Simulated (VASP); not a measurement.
Wanted: the native input for a VASP 6.6.1 run.

* Task: relaxation of cell and atoms
* Functional: LDA
* Potentials or basis: VASP PAW LDA potentials, release 64 (Ta_pv, Be)
* Cutoff: 600 eV
* k mesh: 6 × 6 × 6
* Occupations: methfessel-paxton, width 0.1 eV
* Spin: no spin polarisation
* Further INCAR settings: ALGO = Normal; EDIFF = 1e-07; IBRION = 2; EDIFFG = -0.01; NSW = 60; ISIF = 3

The structure of Ta2Be lies in POSCAR:

```
Ta2Be
1.0
    0.0000000000      3.6360061300      3.6360061300
    3.6360061300      0.0000000000      3.6360061300
    3.6360061300      3.6360061300      0.0000000000
Ta Be
2 1
Direct
    0.7500000000      0.7500000000      0.7500000000
    0.0000000000      0.0000000000      0.0000000000
    0.2500000000      0.2500000000      0.2500000000
```

The cell was built by a generator and needn't be a form met in nature.

The input as run:

INCAR

```
SYSTEM = Ta2Be
ALGO = Normal
EDIFF = 1E-7
EDIFFG = -0.01
ENCUT = 600
GGA = CA
IBRION = 2
ISIF = 3
ISMEAR = 1
LASPH = .TRUE.
LCHARG = .FALSE.
LREAL = .FALSE.
LWAVE = .FALSE.
NELM = 100
NSW = 60
PREC = Accurate
SIGMA = 0.1
```

KPOINTS

```
k-points
0
G
  6 6 6
  0 0 0
```

Potentials or basis: VASP PAW LDA potentials, release 64 (Ta_pv, Be).

Run with:

```bash
$ cat potpaw_LDA.64/Ta_pv/POTCAR potpaw_LDA.64/Be/POTCAR > POTCAR
$ mpirun -np 1 vasp_std > vasp.out
```

It gave:

```json
{
 "Relaxed volume": "18.07 Å³/atom",
 "Relaxed cell": "a = 4.248 Å, b = 4.248 Å, c = 4.248 Å, α = 60.00°, β = 60.00°, γ = 60.00°",
 "Space group after relaxing (to 0.05 Å)": "F-43m (No. 216)",
 "Energy gained by relaxing": "1590.6 meV/atom",
 "Ionic steps": "6",
 "Pressure after relaxing": "0.0 GPa",
 "Band gap on the k mesh": "none (metal or under the smearing width)"
}
```

Caveat: the volume moved by over 15 % at a fixed basis, so the end points are rough.

Run time: 2.1 min on 1 thread of AMD EPYC 7R13 Processor (Zen 3), on a shared host, peak memory 0.21 GiB.
